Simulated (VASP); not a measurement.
```yaml
crystal:
  lattice:
    - [3.11883, 0.00000, 0.00000]
    - [-1.55941, 2.70099, 0.00000]
    - [0.00000, 0.00000, 20.31384]
  atoms:
    - { symbol: Mo, position: [0.66667, 0.33333, 0.14714] }
    - { symbol: Mo, position: [0.33333, 0.66667, 0.85286] }
    - { symbol: S, position: [0.33333, 0.66667, 0.22358] }
    - { symbol: S, position: [0.66667, 0.33333, 0.77642] }
    - { symbol: S, position: [0.66667, 0.33333, 0.92944] }
    - { symbol: S, position: [0.33333, 0.66667, 0.07056] }
```

Method: LDA (Ceperley-Alder, Perdew-Zunger), VASP's LDA PAW potentials (set 64) (plane waves; VASP 6.6.1). Settings: 400 eV cut-off, Gaussian smearing of 0.050 eV, potentials Mo_sv S.

The cell holds a wide vacuum, so values per volume refer to the whole cell.

Problem. What does the run give for the band gap (along the path) with the smallest direct gap where there is one?

Solution. 
```
Item                                    Value
------------------------------------  -------
band gap (along the path)             1.13 eV
smallest direct gap (along the path)  1.83 eV
```

The cell is a sheet with vacuum, built from a database entry that may be metastable or hypothetical.
